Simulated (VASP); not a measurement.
## ReSbN: single point with PBE

The system is ReSbN.

```
Re Sb N
1.0
     3.43212    0.00000    0.00000
     0.00000    3.43212    0.00000
     0.00000    0.00000    8.59263
Re Sb N
2 2 2
Direct
  0.99902 0.50706 0.87318
  0.49709 0.00627 0.12769
  0.99849 0.48952 0.33167
  0.50101 0.00312 0.66386
  0.01603 0.99082 0.00181
  0.49072 0.49860 0.99644
```

The cell comes from a database or a generator and needn't be the stable form of this composition.

The cell isn't the ideal one: atoms moved at random, drawn with an rms of 0.05 Å.

| Property | Result |
| --- | --- |
| Program | VASP 6.6.1 |
| Task | single point |
| Functional | PBE |
| Potentials or basis | VASP PAW PBE potentials, release 64 (Re, Sb, N) |
| Cutoff | 520 eV |
| k mesh | 8 × 8 × 3 |
| Occupations | fermi-dirac, width 0.05 eV |
| Spin | no spin polarisation |
| Further INCAR settings | ALGO = Normal; EDIFF = 1e-07; NBANDS = 26 |

The pressure is 0.2 GPa and the largest force is 1.774 eV/Å. The band gap on the k mesh is none (metal or under the smearing width).

Forces on the atoms (eV/Å):
```
Re  -0.279 -0.864 -0.238
Re   0.925 -0.644 -0.204
Sb   0.045  0.151  0.036
Sb  -0.075  0.021  0.164
N   -1.424  1.030 -0.243
N    0.808  0.307  0.485
```

Stress tensor (GPa, compression positive):
```
 1.07  0.04  2.49
 0.04 -1.11  0.94
 2.49  0.94  0.50
```

Levels at points of the mesh, in eV from the Fermi level:
| k point | band 15 | band 16 | band 17 | band 18 | band 19 | band 20 |
| --- | --- | --- | --- | --- | --- | --- |
| (0.00, 0.00, 0.00) | 0.14 | 0.39 | 0.42 | 0.99 | 1.55 | 1.63 |
| (0.50, 0.00, 0.00) | -1.10 | -1.00 | 0.04 | 0.28 | 2.16 | 2.22 |
| (0.00, 0.50, 0.00) | -1.16 | -1.08 | 0.25 | 0.32 | 2.16 | 2.24 |
| (0.50, 0.50, 0.00) | -1.66 | -1.66 | -0.44 | -0.35 | 1.11 | 1.13 |

Wall time 6.5 min on 1 thread of Intel(R) Xeon(R) Platinum 8259CL CPU @ 2.50GHz (Skylake/Cascade Lake), with other jobs on the host, peak memory 0.39 GiB.

The run has no spin-orbit coupling, so splittings on Re, Sb are missing.
